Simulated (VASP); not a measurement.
A run of VASP 6.6.1 is set up as follows.

File INCAR:

```
PREC = Accurate
ENCUT = 520
EDIFF = 1E-7
ISMEAR = -1
SIGMA = 0.05
LREAL = False
LASPH = True
NELM = 100
ALGO = Fast
ISIF = 2
LWAVE = False
LCHARG = True
GGA = PE
LELF = True
LVHAR = True
NBANDS = 31
```

Contents of KPOINTS:

```
regular mesh
0
Gamma
  5 4 4
```

File POSCAR:

```
HPbNO4
1.0
    3.8570700000      0.0017800000     -0.0365800000
    0.1735300000      4.3343600000     -0.0164700000
    0.7580300000      0.8387300000      5.8766200000
H Pb N O
1 1 1 4
Direct
    0.6151100000      0.8955900000      0.1984400000
    0.6459700000      0.4465100000      0.9168500000
    0.7147400000      0.2381000000      0.5005800000
    0.1695800000      0.4700700000      0.7776800000
    0.6291900000      0.9704500000      0.4984500000
    0.5642400000      0.9258300000      0.0384900000
    0.7802200000      0.4225000000      0.3195100000
```

Potentials or basis: VASP PAW PBE potentials, release 64 (H, Pb_d, N, O).

Run with:

```sh
$ cat potpaw_PBE.64/H/POTCAR potpaw_PBE.64/Pb_d/POTCAR potpaw_PBE.64/N/POTCAR potpaw_PBE.64/O/POTCAR > POTCAR
$ mpirun -np 1 vasp_std > vasp.out
```

Task: Predict the band gap on the k mesh.

Result: 0.27 eV, indirect (least direct gap 0.46 eV).

Task: Estimate the largest force.

Result: 0.623 eV/Å.

Task: What does it give for the pressure?

Result: 0.6 GPa.

Forces in eV/Å, atoms in the order of the input:
```
H    0.026 -0.008  0.096
Pb  -0.001  0.004 -0.006
N    0.134  0.345  0.302
O   -0.001  0.005 -0.014
O   -0.192 -0.592  0.034
O   -0.021  0.003 -0.070
O    0.054  0.242 -0.342
```

Caveat: the standard files for N, O and F lose accuracy on very short bonds; spin-orbit coupling is left out, which as a rule narrows the gap of such compounds by several tenths of an eV; an odd mesh through Γ misses points on the zone boundary, where band edges often lie.
